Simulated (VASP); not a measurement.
## Gap, carriers and strain in BiAs (Pm-3m)

Aim: the gap of BiAs, the masses at its band edges and their response to strain. The cell is generated by rule, not measured, and may not be a known phase.

Calculated with VASP 6.6.1; PBEsol; plane waves and PAW (As, Bi_d), in the first sound run; inputs show where later runs differ.

The structure was built from a prototype and need not be the compound's stable phase.

## (1) The structure

The structure is cubic, space group Pm-3m (No. 221). The conventional cell has a = 3.698 Å, b = 3.698 Å, c = 3.698 Å, α = 90.00°, β = 90.00°, γ = 90.00°. Nearest to As lie 8 Bi at 3.20 Å. Nearest to Bi lie 8 As at 3.20 Å. Farther neighbours are not listed.

As a file:

```cif
data_structure
_symmetry_space_group_name_H-M 'P 1'
_symmetry_Int_Tables_number 1
_cell_length_a 3.6979
_cell_length_b 3.6979
_cell_length_c 3.6979
_cell_angle_alpha 90.000
_cell_angle_beta 90.000
_cell_angle_gamma 90.000
_cell_volume 50.57
loop_
_atom_site_label
_atom_site_type_symbol
_atom_site_fract_x
_atom_site_fract_y
_atom_site_fract_z
_atom_site_occupancy
As1 As 0.00000 0.00000 0.00000 1
Bi2 Bi 0.50000 0.50000 0.50000 1
```

## (2) Relaxation of the atoms

The cell is kept as given; the atoms are relaxed first, so that no residual force shifts the band edges.

INCAR reads:

```
SYSTEM = BiAs
PREC = Accurate
ENCUT = 400
EDIFF = 1E-06
NELM = 100
ISMEAR = 0
SIGMA = 0.02
LREAL = .FALSE.
ALGO = Normal
GGA = PS
NBANDS = 16
LORBIT = 11
LWAVE = .FALSE.
LCHARG = .FALSE.
KPAR = 4
IBRION = 2
NSW = 40
ISIF = 2
EDIFFG = -0.005
```

POSCAR reads:

```
BiAs
1.0
    3.6979300000      0.0000000000      0.0000000000
    0.0000000000      3.6979300000      0.0000000000
    0.0000000000      0.0000000000      3.6979300000
As Bi
1 1
Direct
    0.0000000000      0.0000000000      0.0000000000
    0.5000000000      0.5000000000      0.5000000000
```

KPOINTS reads:

```
Automatic mesh
0
Gamma
8 8 8
0 0 0
```

The projector-augmented-wave data sets are As and Bi_d (PBE family, release 64).

Launch:

```
$ mpirun -np 4 vasp_std
```

Output:

```text
[banner, memory and clock lines left out]
running    4 mpi-ranks, on    1 nodes
 distrk:  each k-point on    1 cores,    4 groups
 distr:  one band on    1 cores,    1 groups

 POSCAR found type information on POSCAR AsBi
 POSCAR found :  2 types and       2 ions
|                                                                             |
|               ----> ADVICE to this user running VASP <----                  |
|                                                                             |
|     You enforced a specific xc type in the INCAR file but a different       |
|     [... a line on the potential file left out ...]
|     I HOPE YOU KNOW WHAT YOU ARE DOING!                                     |
|                                                                             |

 LDA part: xc-table for (Slater+PW92), standard interpolation
 POSCAR, INCAR and KPOINTS ok, starting setup
 FFT: planning ... GRIDC
 FFT: planning ... GRID_SOFT
 FFT: planning ... GRID
 WAVECAR not read
 entering main loop
       N       E                     dE             d eps       ncg     rms          rms(c)
DAV:   1     0.128447638620E+03    0.12845E+03   -0.92866E+03  1120   0.115E+03
DAV:   2    -0.929221899997E+00   -0.12938E+03   -0.12689E+03  1216   0.310E+02
DAV:   3    -0.893709090038E+01   -0.80079E+01   -0.79255E+01  1424   0.784E+01
DAV:   4    -0.911134079522E+01   -0.17425E+00   -0.17422E+00  1552   0.129E+01
DAV:   5    -0.911540735104E+01   -0.40666E-02   -0.40665E-02  1472   0.160E+00    0.191E+00
DAV:   6    -0.898572176940E+01    0.12969E+00   -0.46196E-01  1616   0.430E+00    0.100E+00
DAV:   7    -0.898443550027E+01    0.12863E-02   -0.30359E-02  1304   0.944E-01    0.495E-01
DAV:   8    -0.898289860997E+01    0.15369E-02   -0.38154E-03  1416   0.421E-01    0.627E-02
DAV:   9    -0.898277042646E+01    0.12818E-03   -0.93299E-04  1496   0.163E-01    0.358E-02
DAV:  10    -0.898277009867E+01    0.32779E-06   -0.71236E-05  1456   0.657E-02    0.109E-02
DAV:  11    -0.898277046246E+01   -0.36379E-06   -0.61319E-06  1432   0.202E-02
   1 F= -.89827705E+01 E0= -.89824537E+01  d E =-.898277E+01
 curvature:   0.00 expect dE= 0.000E+00 dE for cont linesearch  0.000E+00
 trial: gam= 0.00000 g(F)=  0.000E+00 g(S)=  0.000E+00 ort = 0.000E+00 (trialstep = 0.100E+01)
 search vector abs. value=  0.100E-09
 reached required accuracy - stopping structural energy minimisation
```

Run time: 6.4 s. Hardware: 4 MPI ranks of AMD EPYC 7R43, shared host; peak memory 0.42 GiB.

Lines that name or quote the potential files are left out of all logs, and their timing lines are given in words.

OUTCAR, selected parts (step 2):

```text
ion  position               nearest neighbor table
   1  0.000  0.000  0.000-   2 3.20   2 3.20   2 3.20   2 3.20   2 3.20   2 3.20   2 3.20   2 3.20

  LATTYP: Found a simple cubic cell.
 ALAT       =     3.6979300000

 Subroutine GETGRP returns: Found 48 space group operations
 (whereof 48 operations were pure point group operations)

The static configuration has the point symmetry O_h .

 Found     35 irreducible k-points:

   k-points           NKPTS =     35   k-points in BZ     NKDIM =     35   number of bands    NBANDS=     16

   dimension x,y,z NGX =    24 NGY =   24 NGZ =   24
   dimension x,y,z NGXF=    48 NGYF=   48 NGZF=   48

   ENCUT  =  400.0 eV  29.40 Ry    5.42 a.u.   6.03  6.03  6.03*2*pi/ulx,y,z

   NELECT =      20.0000    total number of electrons

 k-points in reciprocal lattice and weights: Automatic mesh
   0.00000000  0.00000000  0.00000000       0.002
   0.12500000  0.00000000  0.00000000       0.012
   0.25000000  0.00000000  0.00000000       0.012
   0.37500000  0.00000000  0.00000000       0.012
   0.50000000  0.00000000  0.00000000       0.006
   0.12500000  0.12500000  0.00000000       0.023
   0.25000000  0.12500000  0.00000000       0.047
   0.37500000  0.12500000  0.00000000       0.047
   0.50000000  0.12500000  0.00000000       0.023
[...]
0.50000000  0.50000000  0.37500000       0.012
   0.50000000  0.50000000  0.50000000       0.002

 average (electrostatic) potential at core
       1 -47.5759       2-103.9436

 E-fermi :   6.8934

 k-point     1 :       0.0000    0.0000    0.0000
  band No.  band energies     occupation
    ...
      6      -6.9361      2.00000
      7      -0.6062      2.00000
      8       5.1167      2.00000
      9       5.1167      2.00000
     10       5.1167      2.00000
     11      10.8430      0.00000
     12      10.8430      0.00000
     13      12.4872      0.00000
     14      12.4872      0.00000
     15      12.4872      0.00000
    ...

 k-point     2 :       0.1250    0.0000    0.0000
  band No.  band energies     occupation
    ...
      6      -6.7730      2.00000
      7      -0.9488      2.00000
      8       4.9303      2.00000
      9       5.2953      2.00000
     10       5.2953      2.00000
     11      10.9806      0.00000
     12      11.2064      0.00000
     13      12.0086      0.00000
     14      12.0086      0.00000
     15      12.1145      0.00000
    ...

 k-point     3 :       0.2500    0.0000    0.0000
  band No.  band energies     occupation
    ...
      6      -6.2883      2.00000
      7      -1.8881      2.00000
      8       4.8917      2.00000
      9       5.8189      2.00000
     10       5.8189      2.00000
     11       9.5404      0.00000
     12      10.8249      0.00000
     13      10.8249      0.00000
     14      11.3896      0.00000
     15      14.2916      0.00000
    ...

  Total       -1.1144319     -1.1144319     -1.1144319      0.0000000      0.0000000     -0.0000000
  in kB      -35.3092139    -35.3092139    -35.3092139      0.0000000      0.0000000     -0.0000000
  external PRESSURE =     -35.3092139 kB  Pullay stress =       0.0000000 kB

  energy-cutoff  :      400.00
  volume of cell :       50.57
      direct lattice vectors                 reciprocal lattice vectors
     3.697930000  0.000000000  0.000000000     0.270421560  0.000000000  0.000000000
     0.000000000  3.697930000  0.000000000     0.000000000  0.270421560  0.000000000
     0.000000000  0.000000000  3.697930000     0.000000000  0.000000000  0.270421560

 POSITION                                       TOTAL-FORCE (eV/Angst)
 -----------------------------------------------------------------------------------
      0.00000      0.00000      0.00000         0.000000      0.000000      0.000000
      1.84896      1.84896      1.84896         0.000000      0.000000      0.000000
 -----------------------------------------------------------------------------------
    total drift:                                0.000000      0.000000     -0.000000

  FREE ENERGIE OF THE ION-ELECTRON SYSTEM (eV)
  ---------------------------------------------------
  free  energy   TOTEN  =        -8.9827704625 eV

  energy  without entropy=       -8.9821368545  energy(sigma->0) =       -8.98245366

 reached required accuracy - stopping structural energy minimisation

 total charge
# of ion       s       p       d       tot
------------------------------------------
    1        1.316   1.296   0.026   2.638
    2        1.572   1.152   9.940  12.664
--------------------------------------------------
tot          2.888   2.448   9.966  15.302

[... 3 further parts left out ...]
```

CONTCAR:

```
BiAs
   1.00000000000000
     3.6979299999999999    0.0000000000000000    0.0000000000000000
     0.0000000000000000    3.6979299999999999    0.0000000000000000
     0.0000000000000000    0.0000000000000000    3.6979299999999999
  As              Bi
     1     1
Direct
     0.0000000000000000    0.0000000000000000    0.0000000000000000
     0.5000000000000000    0.5000000000000000    0.5000000000000000
```

The k-mesh is coarse for a metal. The PAW data sets were made with PBE, which is usual practice but a small mismatch for other functionals. The run keeps the 48 symmetry operations of its start, so it cannot find a distortion of lower symmetry.

The forces vanish from the start, and no atom moves.

Numbers from this step:

```
SCF cycles              : 11
electrons               : 20
bands                   : 16
irreducible k-points    : 35
symmetry operations     : 48
free energy (TOTEN)     : -8.983 eV
energy at zero smearing : -8.982 eV
Fermi energy            : 6.893 eV
pressure                : -3.531 GPa
metallic                : yes
```

## (3) Bands on a dense mesh

A dense even mesh and a path are solved together, since either alone can miss a band edge.

INCAR, as its differences from that of step 2:

```diff
@@ -10,3 +10,3 @@
 GGA = PS
-NBANDS = 16
+NBANDS = 22
 LORBIT = 11
@@ -15,5 +15,2 @@
 KPAR = 4
-IBRION = 2
-NSW = 40
 ISIF = 2
-EDIFFG = -0.005
```

POSCAR is that of step 2.

KPOINTS reads:

```
Automatic mesh
0
Gamma
10 10 10
0 0 0
```

KPOINTS_OPT reads:

```
Line mode
24
Line-mode
Reciprocal
  0.00000000   0.00000000   0.00000000 GAMMA
  0.00000000   0.50000000   0.00000000 X

  0.00000000   0.50000000   0.00000000 X
  0.50000000   0.50000000   0.00000000 M

  0.50000000   0.50000000   0.00000000 M
  0.00000000   0.00000000   0.00000000 GAMMA

  0.00000000   0.00000000   0.00000000 GAMMA
  0.50000000   0.50000000   0.50000000 R

  0.50000000   0.50000000   0.50000000 R
  0.00000000   0.50000000   0.00000000 X

  0.50000000   0.50000000   0.00000000 M
  0.50000000   0.50000000   0.50000000 R
```

Launch:

```
$ mpirun -np 4 vasp_std
```

Output:

```text
[banner, memory and clock lines left out]
running    4 mpi-ranks, on    1 nodes
 distrk:  each k-point on    1 cores,    4 groups
 distr:  one band on    1 cores,    1 groups

 POSCAR found type information on POSCAR AsBi
 POSCAR found :  2 types and       2 ions
 [... a notice as in an earlier step ...]

 LDA part: xc-table for (Slater+PW92), standard interpolation
 POSCAR, INCAR and KPOINTS ok, starting setup
 FFT: planning ... GRIDC
 FFT: planning ... GRID_SOFT
 FFT: planning ... GRID
 WAVECAR not read
 entering main loop
       N       E                     dE             d eps       ncg     rms          rms(c)
DAV:   1     0.149147589601E+03    0.14915E+03   -0.86575E+03  2484   0.841E+02
DAV:   2     0.243078274393E+01   -0.14672E+03   -0.14109E+03  2558   0.268E+02
DAV:   3    -0.883991322248E+01   -0.11271E+02   -0.11176E+02  3120   0.717E+01
DAV:   4    -0.910235236063E+01   -0.26244E+00   -0.26231E+00  3052   0.114E+01
DAV:   5    -0.911129958105E+01   -0.89472E-02   -0.89469E-02  3274   0.205E+00    0.191E+00
DAV:   6    -0.897934603297E+01    0.13195E+00   -0.39328E-01  3672   0.313E+00    0.997E-01
DAV:   7    -0.897748636962E+01    0.18597E-02   -0.21494E-02  2990   0.664E-01    0.503E-01
DAV:   8    -0.897588991382E+01    0.15965E-02   -0.28304E-03  2880   0.270E-01    0.506E-02
DAV:   9    -0.897585162891E+01    0.38285E-04   -0.32620E-04  3540   0.717E-02    0.334E-02
DAV:  10    -0.897585537377E+01   -0.37449E-05   -0.33406E-05  3048   0.398E-02    0.674E-03
DAV:  11    -0.897585492506E+01    0.44871E-06   -0.32080E-06  2982   0.648E-03
   1 F= -.89758549E+01 E0= -.89754505E+01  d E =-.808834E-03
 Start KPOINTS_OPT (optional k-point list driver)
k-point batch [1-56\144]
       N       E                     dE             ncg
DAV:   1     0.919411227731E+03   -0.23265E+05     2500
DAV:   2    -0.742271988443E+04   -0.83421E+04     2580
DAV:   3    -0.808910524610E+04   -0.66639E+03     2922
DAV:   4    -0.810491947657E+04   -0.15814E+02     3134
DAV:   5    -0.810542354083E+04   -0.50406E+00     3236
DAV:   6    -0.810544776425E+04   -0.24223E-01     3536
DAV:   7    -0.810544797649E+04   -0.21224E-03     3406
DAV:   8    -0.810544798184E+04   -0.53559E-05     2552
DAV:   9    -0.810544798222E+04   -0.37930E-06     2224
[...]
k-point batch [113-144\144]
       N       E                     dE             ncg
DAV:   1     0.167353153068E+05   -0.19920E+05     1424
DAV:   2     0.120836597284E+05   -0.46517E+04     1446
DAV:   3     0.117211488667E+05   -0.36251E+03     1910
DAV:   4     0.117128451414E+05   -0.83037E+01     1848
DAV:   5     0.117126070116E+05   -0.23813E+00     1912
DAV:   6     0.117125938874E+05   -0.13124E-01     2028
DAV:   7     0.117125937853E+05   -0.10209E-03     1958
DAV:   8     0.117125937839E+05   -0.13335E-05     1506
DAV:   9     0.117125937837E+05   -0.19131E-06     1232
```

Elapsed: 25 s, on 4 MPI ranks; peak memory 0.6 GiB.

OUTCAR, selected parts (step 3):

```text
The static configuration has the point symmetry O_h .

 Found     56 irreducible k-points:

   k-points           NKPTS =     56   k-points in BZ     NKDIM =     56   number of bands    NBANDS=     22

   NELECT =      20.0000    total number of electrons

 E-fermi :   6.9415

 k-point     1 :       0.0000    0.0000    0.0000
  band No.  band energies     occupation
    ...
      6      -6.9360      2.00000
      7      -0.6090      2.00000
      8       5.1144      2.00000
      9       5.1144      2.00000
     10       5.1144      2.00000
     11      10.8430      0.00000
     12      10.8430      0.00000
     13      12.4866      0.00000
     14      12.4866      0.00000
     15      12.4866      0.00000
    ...

 k-point     2 :       0.1000    0.0000    0.0000
  band No.  band energies     occupation
    ...
      6      -6.8315      2.00000
      7      -0.8294      2.00000
      8       4.9782      2.00000
      9       5.2288      2.00000
     10       5.2288      2.00000
     11      10.9311      0.00000
     12      11.2699      0.00000
     13      12.0309      0.00000
     14      12.1749      0.00000
     15      12.1749      0.00000
    ...

  Total       -1.1333386     -1.1333386     -1.1333386      0.0000000     -0.0000000     -0.0000000
  in kB      -35.9082458    -35.9082458    -35.9082458      0.0000000     -0.0000000     -0.0000000
  external PRESSURE =     -35.9082458 kB  Pullay stress =       0.0000000 kB

  FREE ENERGIE OF THE ION-ELECTRON SYSTEM (eV)
  ---------------------------------------------------
  free  energy   TOTEN  =        -8.9758549251 eV

  energy  without entropy=       -8.9750460911  energy(sigma->0) =       -8.97545051

 total charge
# of ion       s       p       d       tot
------------------------------------------
    1        1.315   1.295   0.026   2.636
    2        1.571   1.155   9.940  12.666
--------------------------------------------------
tot          2.886   2.450   9.966  15.303

[... 7 parts as in an earlier step ...]

[... 6 further parts left out ...]
```

This step gave:

- bands: 22
- irreducible k-points: 56
- free energy (TOTEN): -8.976 eV
- energy at zero smearing: -8.975 eV
- Fermi energy: 6.941 eV
- pressure: -3.591 GPa

The electronic bands at the labelled points (eV, zero at the Fermi level; # counts the bands kept, so #1 is VASP's band 7):

```tsv
point	#1	#2	#3	#4	#5	#6	#7	#8
Γ	-7.55	-1.83	-1.83	-1.83	3.90	3.90	5.55	5.55
0.48 of the way	-8.73	-2.07	-1.18	-1.18	2.76	4.00	4.00	4.40
X	-11.08	-0.64	-0.49	0.39	0.39	1.58	1.58	5.65
0.52 of the way	-10.57	-3.73	-3.53	0.64	2.20	2.49	2.98	7.58
M	-9.93	-5.40	-5.40	0.90	2.95	3.81	3.81	6.47
0.48 of the way	-9.21	-4.18	-0.85	-0.41	0.80	3.30	4.49	6.90
Γ	-7.55	-1.83	-1.83	-1.83	3.90	3.90	5.55	5.55
0.48 of the way	-9.15	-3.29	-3.29	-1.13	2.24	2.24	3.08	8.51
R	-9.36	-2.49	-2.49	-2.49	-2.43	-2.43	-2.43	14.85
0.48 of the way	-10.14	-3.76	-3.51	-1.52	-1.09	2.38	3.04	9.04
X	-11.08	-0.64	-0.49	0.39	0.39	1.58	1.58	5.65
jump to M	-9.93	-5.40	-5.40	0.90	2.95	3.81	3.81	6.47
0.48 of the way	-9.69	-4.71	-4.71	-1.02	-0.22	1.05	1.05	9.78
R	-9.36	-2.49	-2.49	-2.49	-2.43	-2.43	-2.43	14.85
```

Of the projections kept (As, Bi), the largest for each band there; the rest of the weight can lie on other orbitals:

```tsv
point	#1	#2	#3	#4	#5	#6	#7	#8
Γ	As 0.53	As 0.55	As 0.55	As 0.55	Bi 0.63	Bi 0.63	Bi 0.59	Bi 0.59
X	As 0.92	Bi 0.65	As 0.65	As 0.95	As 0.95	Bi 0.96	Bi 0.96	As 1.00
M	As 0.98	Bi 0.56	Bi 0.56	As 1.00	Bi 1.00	As 0.50	As 0.50	As 0.69
Γ	As 0.53	As 0.55	As 0.55	As 0.55	Bi 0.63	Bi 0.63	Bi 0.59	Bi 0.59
R	As 1.00	As 0.90	As 0.90	As 0.90	Bi 0.96	Bi 0.96	Bi 0.96	As 0.71
X	As 0.92	Bi 0.65	As 0.65	As 0.95	As 0.95	Bi 0.96	Bi 0.96	As 1.00
```

The electronic bands as a text plot (rows in eV, shown from -8.0 to 5.2 only):

```
    4.9 | ** **               ***  *
    4.4 | ***              **** *  ***               *
    3.8 |****         *****     *** * *               *
    3.3 |    *      **   *  ** *       ***          ** *  *
    2.7 |   * *    *********              *        ** *   **
    2.2 |      *  ***     *          * **          *   **
    1.6 |    *  ***        *  *       *    *            ** **
    1.1 |     *  *    ***   *            *        *     *
    0.5 |       ******   **  *        *   * *     *    **** **
    0.0 |      *           ***       * *         *    **   *  *
   -0.6 |    ** *            **            * *   *  *** **  **
   -1.1 |   *  * *            **    *   *   *   *  ***  *    ***
   -1.7 |*** **   *         *  *****         **   **   *      * *
   -2.2 | ***     *             *   *    *    *****   **       **
   -2.8 |          *       *   *     ***  *   **     **         *
   -3.3 |          *          *         ******  *   **         *
   -3.9 |           *     *  *              *    ****         *
   -4.4 |            *   *  *                                *
   -5.0 |             * ****                               **
   -5.5 |              **                                 *
   -6.1 |
   -6.6 |
   -7.2 |
   -7.7 |**                     *****
         Γ      X      M          Γ            R        X|M     R
```

At -3.6 GPa the cell is away from the equilibrium volume of this level: left free, it would shrink.

[end of part 1 of 2]

[Lines on the potential files, build, host, timing and source positions are cut from VASP's logs without a mark.]

[Logs are printed without paths, hosts, clocks, repeated set-up lines and the standing remarks that a program may print on its own settings, such as how far it seeks lower states.]

[Hosts, paths, dates, database ids (printed as entryN), source tags and the programs' standing remarks are cut or masked in the printed files.]

[In band tables of VASP the shares of atoms and orbitals are scaled to a sum of 1 inside the atoms' spheres.]

[Gaps and slopes under strain along one axis are those of the sampled path and mesh points; where strain splits equal valleys, another of them can be the edge.]
